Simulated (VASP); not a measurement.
Energy against volume of SiO$_{2}$ (rutile). Level of theory: PBE GGA, VASP's PBE PAW potentials (set 64) (plane waves; VASP). Settings: 520 eV cut-off, 5×5×8 Γ-centred mesh, Gaussian smearing of 0.050 eV, potentials Si O.

Shape and ions are relaxed at each volume.

| V (Å³/atom) | E (eV/atom) |
|---|---|
| 7.802 | -7.71256 |
| 8.043 | -7.71949 |
| 8.285 | -7.71458 |
| 8.526 | -7.70015 |

Question: Fit these four points and predict the energy of the run at 7.561 Å³/atom.

Answer: A cubic in V^(−2/3), the third-order Birch-Murnaghan form, passes through the four points with V0 = 8.06 Å³/atom and B0 = 258 GPa, and gives -7.6910 eV/atom there. The run gave -7.6912 eV/atom, -0.1 meV/atom from the fit; all five points give B0 = 258 GPa.

The compound is SiO2 in the rutile structure, stishovite, a high-pressure form. It was relaxed first.
